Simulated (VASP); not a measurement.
Consider the following.

```yaml
crystal:
  lattice:
    - [2.15228, -3.72787, 0.00000]
    - [2.15228, 3.72787, 0.00000]
    - [0.00000, 0.00000, 7.02046]
  atoms:
    - { symbol: Cd, position: [0.66667, 0.33333, 0.50001] }
    - { symbol: Cd, position: [0.33333, 0.66667, 0.00001] }
    - { symbol: Se, position: [0.66667, 0.33333, 0.87599] }
    - { symbol: Se, position: [0.33333, 0.66667, 0.37599] }
```

Level of theory: LDA (Ceperley-Alder, Perdew-Zunger), VASP's LDA PAW potentials (set 64) (plane waves; VASP). Numerical set-up: 520 eV cut-off, 7×7×4 Γ-centred mesh, Gaussian smearing of 0.050 eV, potentials Cd Se.

### Question
Give the stress tensor in GPa (positive for a compressed cell).

### Answer

```
-1.60   0.00   0.00
 0.00  -1.60   0.00
 0.00   0.00  -1.56
```
The pressure is its mean diagonal, -1.59 GPa.

The compound is CdSe in the wurtzite structure. This cell is one point of a volume scan, at 1.03 of the reference volume.
